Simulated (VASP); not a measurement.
Data:

```
CELL_PARAMETERS angstrom
      1.88451    -3.26407     0.00000
      1.88451     3.26407     0.00000
      0.00000     0.00000     5.41962
ATOMIC_POSITIONS crystal
  Sn 0.00000 0.00000 0.00000
  Se 0.33333 0.66667 0.29036
  Se 0.66667 0.33333 0.70964
```

Method: LDA (Ceperley-Alder, Perdew-Zunger), VASP's LDA PAW potentials (set 64) (plane waves; VASP). Numerical set-up: 500 eV cut-off, 9×9×6 Γ-centred mesh, first-order Methfessel-Paxton smearing of 0.10 eV, potentials Sn_d Se.

Energy and stress use the plane-wave basis of the starting cell.

Question: The ions, cell shape and volume at an external pressure of 10.0 GPa are relaxed. Give the cell that the relaxation ends in.

Answer: 
```
CELL_PARAMETERS angstrom
      1.85618    -3.21500     0.00000
      1.85618     3.21500     0.00000
      0.00000     0.00000     5.26407
ATOMIC_POSITIONS crystal
  Sn 0.00000 0.00000 0.00000
  Se 0.33333 0.66667 0.30034
  Se 0.66667 0.33333 0.69966
```
Space group P-3m1 (164), at a tolerance of 0.03 Å.

Question: How do energy and volume change from the first to the last step?

Answer: The energy (σ→0) changes by +58.5 meV/atom and the volume by -5.8 %, in 11 ionic steps.

| step | E(σ→0) (eV) | max force (eV/Å) | pressure (GPa) | volume (Å³) |
|---|---|---|---|---|
| 1 | -13.6989 | 0.004 | 4.96 | 66.67 |
| 2 | -13.2559 | 0.768 | 17.95 | 60.15 |
| 3 | -13.5647 | 0.306 | 9.94 | 63.75 |
| 4 | -13.5611 | 0.312 | 10.07 | 63.69 |
| 5 | -13.5521 | 0.218 | 10.04 | 63.43 |
| 6 | -13.5306 | 0.040 | 10.04 | 63.01 |
| 7 | -13.5319 | 0.025 | 9.94 | 63.00 |
| 8 | -13.5313 | 0.046 | 9.75 | 62.96 |
| 9 | -13.5319 | 0.031 | 9.76 | 62.96 |
| 10 | -13.4994 | 0.041 | 10.83 | 62.46 |
| 11 | -13.5236 | 0.011 | 10.04 | 62.83 |

The compound is SnSe2 in the 1T layered structure. This run relaxes it under an external pressure of 10 GPa. Symmetry was kept, so distortions that lower it aren't found.
